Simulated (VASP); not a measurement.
Here is the system:

```
Ni
1.0
    0.00000     1.72250     1.72250
    1.72250     0.00000     1.72250
    1.72250     1.72250     0.00000
Ni
1
Direct
  0.00000   0.00000   0.00000
```
Starting moments (μB, in the order of the record's atoms Ni): 0.6.

Calculation: PBE GGA with D4 dispersion, VASP's PBE PAW potentials (set 64) (plane waves; VASP 6.6.1). Numerical set-up: 520 eV cut-off, 18×18×18 Γ-centred mesh, first-order Methfessel-Paxton smearing of 0.10 eV, potentials Ni.

Task: Predict the cell moment, energy per atom (σ→0), pressure, band gap (on the k-mesh) with the smallest direct gap where there is one.

Result: 
| Property | Result |
|---|---|
| band gap (on the k-mesh) | none (metal, semimetal or under 0.01 eV) |
| cell moment | 0.61 μB |
| energy per atom (σ→0) | -5.926 eV/atom |
| pressure | 7.31 GPa |

Task: Give the moment on each site (PAW-sphere projection).

Result: 
| site | moment (μB) |
|---|---|
| Ni1 | 0.62 |

Only differences to runs with the same potentials and settings are physical.

The compound is Ni in the fcc structure. This cell is one point of a volume scan, at 0.97 of the reference volume.
